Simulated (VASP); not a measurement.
Method: revTPSS meta-GGA, VASP's PBE PAW potentials (set 64) (plane waves; VASP).

VASP input:

**KPOINTS_OPT**
```
k-points along high-symmetry lines
10
Line-mode
Reciprocal
  0.000000   0.000000   0.000000 ! GAMMA
  0.000000   0.500000   0.000000 ! X

  0.000000   0.500000   0.000000 ! X
  0.500000   0.500000   0.000000 ! M

  0.500000   0.500000   0.000000 ! M
  0.000000   0.000000   0.000000 ! GAMMA

  0.000000   0.000000   0.000000 ! GAMMA
  0.500000   0.500000   0.500000 ! R

  0.500000   0.500000   0.500000 ! R
  0.000000   0.500000   0.000000 ! X

  0.500000   0.500000   0.500000 ! R
  0.500000   0.500000   0.000000 ! M
```

**POSCAR**
```
RuAl
1
    2.9819861761    -0.0000000000     0.0000000000
    0.0000000000     2.9819861761     0.0000000000
   -0.0000000000     0.0000000000     2.9819861761
Al Ru
1 1
Direct
  0.5000000000   0.5000000000   0.5000000000
  0.0000000000   0.0000000000   0.0000000000
```

KPOINTS:
```
Automatic mesh
0
Gamma
14 14 14
0 0 0
```

**INCAR**
```
# general
SYSTEM   =  RuAl
PREC     =  Accurate
ENCUT    =  520
LREAL    =  .False.
LASPH    =  .True.

# electronic loop
EDIFF    =  1E-7
NELM     =  100
ALGO     =  Normal
LMAXMIX  =  4
LMIXTAU  =  .True.

# smearing
ISMEAR   =  -5

# functional
METAGGA  =  RTPSS

# ions
ISIF     =  2

# output
LWAVE    =  .False.
LCHARG   =  .False.
LORBIT   =  11
NEDOS    =  601
```

POTCAR, in this order: Al Ru_pv (PBE.64 set). Program: vasp_std.

Output of the run:

### OSZICAR
```
       N       E                     dE             d eps       ncg     rms          rms(c)
DAV:   1     0.255015208389E+03    0.25502E+03   -0.15417E+04  3384   0.274E+03
DAV:   2     0.487564541836E+02   -0.20626E+03   -0.19753E+03  3540   0.633E+02
DAV:   3     0.393367555254E+02   -0.94197E+01   -0.90202E+01  4612   0.178E+02
DAV:   4     0.391223787400E+02   -0.21438E+00   -0.21351E+00  4732   0.268E+01
DAV:   5     0.391150551836E+02   -0.73236E-02   -0.73195E-02  4808   0.452E+00    0.944E+00
DAV:   6    -0.530443990010E+01   -0.44419E+02   -0.11499E+02  2940   0.107E+02    0.189E+01
DAV:   7    -0.378995032834E+01    0.15145E+01   -0.34082E+00  3396   0.217E+01    0.126E+01
DAV:   8    -0.247742023359E+01    0.13125E+01   -0.34485E+00  3100   0.204E+01    0.329E+00
DAV:   9    -0.248618206515E+01   -0.87618E-02   -0.40178E-01  3244   0.814E+00    0.840E-01
DAV:  10    -0.239559409122E+01    0.90588E-01   -0.10493E-01  2888   0.481E+00    0.662E-01
DAV:  11    -0.250053912218E+01   -0.10495E+00   -0.10238E-01  2944   0.454E+00    0.644E-01
DAV:  12    -0.249850477354E+01    0.20343E-02   -0.21038E-03  3352   0.672E-01    0.542E-01
DAV:  13    -0.249813328716E+01    0.37149E-03   -0.98640E-03  3060   0.119E+00    0.181E-01
DAV:  14    -0.249819167142E+01   -0.58384E-04   -0.11541E-04  3352   0.126E-01    0.174E-01
DAV:  15    -0.249824200062E+01   -0.50329E-04   -0.14675E-04  3156   0.161E-01    0.997E-02
DAV:  16    -0.249821187110E+01    0.30130E-04   -0.49643E-05  3096   0.882E-02    0.160E-01
DAV:  17    -0.249823715944E+01   -0.25288E-04   -0.77461E-06  2972   0.350E-02    0.379E-02
DAV:  18    -0.249824099837E+01   -0.38389E-05   -0.22569E-06  3140   0.167E-02    0.242E-02
DAV:  19    -0.249824097346E+01    0.24913E-07   -0.37978E-07  2892   0.773E-03
   1 F= -.24982410E+01 E0= -.24982410E+01  d E =0.000000E+00
       N       E                     dE             ncg
```

**OUTCAR**
```
------------------------ aborting loop because EDIFF is reached ----------------------------------------
  FORCE on cell =-STRESS in cart. coord.  units (eV):
  Direction    XX          YY          ZZ          XY          YZ          ZX
  --------------------------------------------------------------------------------------
  Total       -0.0089824     -0.0089824     -0.0089824     -0.0000000      0.0000000     -0.0000000
  in kB       -0.5427309     -0.5427309     -0.5427309     -0.0000000      0.0000000     -0.0000000
  external PRESSURE =      -0.5427309 kB  Pullay stress =       0.0000000 kB
  volume of cell :       26.52
      direct lattice vectors                 reciprocal lattice vectors
     2.981986176  0.000000000  0.000000000     0.335346960  0.000000000  0.000000000
     0.000000000  2.981986176  0.000000000     0.000000000  0.335346960  0.000000000
     0.000000000  0.000000000  2.981986176     0.000000000  0.000000000  0.335346960
 POSITION                                       TOTAL-FORCE (eV/Angst)
 -----------------------------------------------------------------------------------
      1.49099      1.49099      1.49099         0.000000      0.000000      0.000000
      0.00000      0.00000      0.00000         0.000000      0.000000      0.000000
 -----------------------------------------------------------------------------------
    total drift:                               -0.000000      0.000000     -0.000000
  FREE ENERGIE OF THE ION-ELECTRON SYSTEM (eV)
  ---------------------------------------------------
  free  energy   TOTEN  =        -2.4982409735 eV

  energy  without entropy=       -2.4982409735  energy(sigma->0) =       -2.49824097

 total charge

# of ion       s       p       d       tot
------------------------------------------
    1        0.413   0.430   0.000   0.843
    2        0.330   6.238   6.168  12.736
--------------------------------------------------
tot          0.744   6.668   6.168  13.580
```
(Selected blocks of OUTCAR.)

**OUTCAR**
```
 val. band max:       10.8598533482   @ k =   0.4286   0.4286   0.1429

 cond. band min:      10.7640602567   @ k =   0.3571   0.3571   0.2857


 Fermi energy:        10.7798012196

 k-point     1 :       0.0000    0.0000    0.0000
  band No.  band energies     occupation
      1     -31.3259      2.00000
      2     -31.3259      2.00000
      3     -31.3259      2.00000
      4       1.0760      2.00000
      5       7.1750      2.00000
      6       7.1750      2.00000
      7      10.9764     -0.42537
      8      10.9764     -0.01650
      9      10.9764     -0.00159
     10      17.0018      0.00000
     11      17.0018      0.00000
     12      17.0018      0.00000

 k-point     2 :       0.0714    0.0000    0.0000
  band No.  band energies     occupation
      1     -31.3368      2.00000
      2     -31.3250      2.00000
      3     -31.3250      2.00000
      4       1.1751      2.00000
      5       7.2107      2.00000
      6       7.2108      2.00000
      7      10.8512      0.92686
      8      10.8512      0.47455
      9      10.9888     -0.00550
     10      16.5135      0.00000
     11      17.2006      0.00000
     12      17.2006      0.00000

 k-point     3 :       0.1429    0.0000    0.0000
  band No.  band energies     occupation
      1     -31.3671      2.00000
      2     -31.3224      2.00000
      3     -31.3224      2.00000
      4       1.4678      2.00000
      5       7.2901      2.00000
      6       7.3132      2.00000
      7      10.5317      2.02349
      8      10.5317      2.13977
      9      11.0239     -0.00498
     10      15.4846      0.00000
     11      17.7408      0.00000
     12      17.7408      0.00000

 k-point     4 :       0.2143    0.0000    0.0000
  band No.  band energies     occupation
      1     -31.4107      2.00000
      2     -31.3187      2.00000
      3     -31.3187      2.00000
      4       1.9405      2.00000
      5       7.3240      2.00000
      6       7.4684      2.00000
...
```

For a metal the tetrahedron method with Blöchl corrections gives inexact stress and forces.

The compound is RuAl in the CsCl type structure. It was relaxed first. The electron count is odd and the run is not spin-polarised, which forces a metal.
